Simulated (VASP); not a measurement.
```xyz
5
Lattice="6.1570 0.0000 0.0000 0.0000 6.1570 0.0000 0.0000 0.0000 6.1570" Properties=species:S:1:pos:R:3 pbc="T T T"
Cs     0.0000     0.0000     0.0000
Sn     3.0785     3.0785     3.0785
I      3.0785     0.0000     3.0785
I      0.0000     3.0785     3.0785
I      3.0785     3.0785     0.0000
```

All values below come from PBEsol GGA, VASP's PBE PAW potentials (set 64) (plane waves; VASP). Run with 400 eV cut-off, 4×4×4 Γ-centred mesh, tetrahedra with Blöchl corrections, potentials Cs_sv Sn_d I.

The cores are frozen, which limits the accuracy of field gradients.

Task: Give the principal components of the electric field gradient (V/Å²) and the asymmetry η at each nucleus.

Result: 
```
atom     Vxx     Vyy    Vzz     η
----  ------  ------  -----  ----
Cs1      0.0     0.0    0.0     -
Sn2      0.0     0.0    0.0     -
I3    -180.4  -180.4  360.9  0.00
I4    -180.4  -180.4  360.9  0.00
I5    -180.4  -180.4  360.9  0.00
```

The compound is CsSnI3 in the cubic perovskite structure, the ideal cubic form; the compound distorts at low or room temperature. It was relaxed first.
